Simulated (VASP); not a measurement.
Output of a VASP run:

### OSZICAR
```
       N       E                     dE             d eps       ncg     rms          rms(c)
DAV:   1    -0.900526885991E+03   -0.90053E+03   -0.72168E+03   336   0.667E+02
DAV:   2    -0.100499232024E+04   -0.10447E+03   -0.98228E+02   432   0.180E+02
DAV:   3    -0.101017587807E+04   -0.51836E+01   -0.51802E+01   432   0.456E+01
DAV:   4    -0.101024802904E+04   -0.72151E-01   -0.72131E-01   512   0.516E+00
DAV:   5    -0.151625080194E+02    0.99509E+03   -0.67509E+00   376   0.225E+01    0.150E+01
DAV:   6    -0.148107485645E+02    0.35176E+00   -0.13277E+00   400   0.749E+00    0.102E+01
DAV:   7    -0.148046658806E+02    0.60827E-02   -0.35735E-01   424   0.344E+00    0.683E+00
DAV:   8    -0.148083417531E+02   -0.36759E-02   -0.36345E-02   504   0.116E+00    0.423E+00
DAV:   9    -0.148095335441E+02   -0.11918E-02   -0.51636E-03   568   0.570E-01    0.245E+00
DAV:  10    -0.148114112782E+02   -0.18777E-02   -0.19250E-03   552   0.346E-01    0.139E+00
DAV:  11    -0.148129096354E+02   -0.14984E-02   -0.72205E-04   544   0.214E-01    0.789E-01
DAV:  12    -0.148138552951E+02   -0.94566E-03   -0.31307E-04   488   0.137E-01    0.457E-01
DAV:  13    -0.148144129786E+02   -0.55768E-03   -0.15156E-04   464   0.908E-02    0.267E-01
DAV:  14    -0.148147265737E+02   -0.31360E-03   -0.75218E-05   448   0.603E-02    0.157E-01
DAV:  15    -0.148148960182E+02   -0.16944E-03   -0.37131E-05   448   0.412E-02    0.925E-02
DAV:  16    -0.148149849899E+02   -0.88972E-04   -0.17884E-05   440   0.276E-02    0.542E-02
DAV:  17    -0.148150310103E+02   -0.46020E-04   -0.85284E-06   440   0.186E-02    0.319E-02
DAV:  18    -0.148150545094E+02   -0.23499E-04   -0.41083E-06   424   0.126E-02    0.188E-02
DAV:  19    -0.148150664615E+02   -0.11952E-04   -0.19994E-06   416   0.866E-03    0.111E-02
DAV:  20    -0.148150725360E+02   -0.60745E-05   -0.98877E-07   408   0.600E-03    0.671E-03
DAV:  21    -0.148150756187E+02   -0.30827E-05   -0.48209E-07   368   0.418E-03    0.416E-03
DAV:  22    -0.148150771781E+02   -0.15595E-05   -0.26534E-07   368   0.303E-03    0.261E-03
DAV:  23    -0.148150779681E+02   -0.79000E-06   -0.13030E-07   352   0.210E-03
   1 F= -.14815078E+02 E0= -.14815078E+02  d E =-.256315E-16
```

### OUTCAR
```
------------------------ aborting loop because EDIFF is reached ----------------------------------------
  FORCE on cell =-STRESS in cart. coord.  units (eV):
  Direction    XX          YY          ZZ          XY          YZ          ZX
  --------------------------------------------------------------------------------------
  Total       -3.8939153     -3.8939153     -3.8939153      0.0000000      0.0000000      0.0000000
  in kB      -70.1711899    -70.1711899    -70.1711899      0.0000000      0.0000000      0.0000000
  external PRESSURE =     -70.1711899 kB  Pullay stress =       0.0000000 kB
  volume of cell :       88.91
      direct lattice vectors                 reciprocal lattice vectors
     0.000000000  3.542442000  3.542442000    -0.141145571  0.141145571  0.141145571
     3.542442000  0.000000000  3.542442000     0.141145571 -0.141145571  0.141145571
     3.542442000  3.542442000  0.000000000     0.141145571  0.141145571 -0.141145571
 POSITION                                       TOTAL-FORCE (eV/Angst)
 -----------------------------------------------------------------------------------
      0.00000      0.00000      0.00000         0.000000      0.000000      0.000000
      5.31366      5.31366      5.31366         0.000000      0.000000     -0.000000
      1.77122      1.77122      1.77122        -0.000000     -0.000000     -0.000000
 -----------------------------------------------------------------------------------
    total drift:                               -0.000000     -0.000000     -0.000000
  FREE ENERGIE OF THE ION-ELECTRON SYSTEM (eV)
  ---------------------------------------------------
  free  energy   TOTEN  =       -14.8150779681 eV

  energy  without entropy=      -14.8150779681  energy(sigma->0) =      -14.81507797

  exchange ACFDT corr.  =         0.00000000  see jH, gK, PRB 81, 115126
```
(Selected blocks of OUTCAR.)

**POSCAR**
```
SrCl2
1
    0.0000000000     3.5424420000     3.5424420000
    3.5424420000     0.0000000000     3.5424420000
    3.5424420000     3.5424420000     0.0000000000
Sr Cl
1 2
Direct
  0.0000000000   0.0000000000   0.0000000000
  0.7500000000   0.7500000000   0.7500000000
  0.2500000000   0.2500000000   0.2500000000
```

Q: Reconstruct the remaining input files.

A: Several could match; the one computed here: the input of the run itself, HSE06 screened hybrid, plane waves, VASP's PBE PAW potentials (set 64).

INCAR:
```
AEXX = 0.25
ALGO = Normal
EDIFF = 1E-6
ENCUT = 210
GGA = PE
HFSCREEN = 0.2
ISIF = 2
ISMEAR = 0
ISYM = 3
LASPH = .True.
LCHARG = .False.
LHFCALC = .True.
LMAXMIX = 4
LREAL = .False.
LWAVE = .False.
NELM = 100
PREC = Accurate
PRECFOCK = Fast
SIGMA = 0.01
SYSTEM = SrCl2
```

### KPOINTS
```
Automatic mesh
0
Gamma
4 4 4
0.5 0.5 0.5
```

POTCAR, in this order: Sr_sv Cl (PBE.64 set). Program: vasp_std.

At this cut-off the stress carries a Pulay error, which pulls relaxed volumes low.

The structure comes from a computed database's SrCl2 entry; how it stands against other phases isn't given here. The cell was not relaxed at this level. The run is one of a series of settings (ENCUT = 210 against the base run), some of them coarse on purpose.
